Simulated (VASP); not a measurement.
Input:

```
CELL_PARAMETERS angstrom
      3.48346     0.00000     0.00000
     -1.74173     3.01676     0.00000
      0.00000     0.00000    11.40561
ATOMIC_POSITIONS crystal
  Na 0.66667 0.33333 0.89358
  Na 0.33333 0.66667 0.39358
  Tl 0.33333 0.66667 0.11582
  Tl 0.66667 0.33333 0.61582
  O  0.00000 0.00000 0.99062
  O  0.00000 0.00000 0.49062
```

All values below come from r2SCAN meta-GGA, VASP's PBE PAW potentials (set 64) (plane waves; VASP). Numerical set-up: 520 eV cut-off, 8×8×3 Γ-centred mesh, tetrahedra with Blöchl corrections, potentials Na_pv Tl_d O.

The path is coarsely sampled, so an indirect gap can come out somewhat too large. Unless said otherwise, spin-orbit coupling is left out, though it shifts the bands of the heavy elements here.

Predict the energy per atom (σ→0), band gap (over mesh and band path) with the smallest direct gap where there is one.

The band gap (over mesh and band path) is 1.35 eV. The smallest direct gap (over mesh and band path) comes out as 1.98 eV and the energy per atom (σ→0) is -21.987 eV/atom.

The absolute energy has meaning only against runs of the same code, potentials and settings.

The structure comes from a computed database's NaTlO entry (P6_3mc); how it stands against other phases isn't given here. It was relaxed first.
